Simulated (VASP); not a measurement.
Rb₂PdSe₂ (space group Immm): computed properties

These are r2SCAN meta-GGA, VASP's PBE PAW potentials (set 64) (plane waves; VASP) values and carry that method's errors.

```
Property                                                                                                               Value
---------------------------------------------  -----------------------------------------------------------------------------
space group                                                                                                        Immm (71)
cell                                           a = 3.8071 Å, b = 7.6413 Å, c = 10.1615 Å, α = 90.00°, β = 90.00°, γ = 90.00°
volume per atom                                                                                                29.56 Å³/atom
band gap (over mesh and band path)                                                                                   1.13 eV
smallest direct gap (over mesh and band path)                                                                        1.59 eV
density                                                                                                           4.89 g/cm³
```

Space group Immm (No. 71); a = 3.8071 Å, b = 7.6413 Å, c = 10.1615 Å, α = β = γ = 90.00°

| atom | site | symmetry | x | y | z |
|---|---|---|---|---|---|
| Rb | 4j | mm2 | 0.0000 | 0.5000 | 0.1942 |
| Pd | 2a | mmm | 0.0000 | 0.0000 | 0.0000 |
| Se | 4h | m2m | 0.5000 | 0.2132 | 0.0000 |
(The calculation used a cell of 5 atoms; values per cell refer to that cell.)

The structure comes from a computed database's Rb2PdSe2 entry (Immm); how it stands against other phases isn't given here. It was relaxed first. Symmetry was kept, so distortions that lower it aren't found.
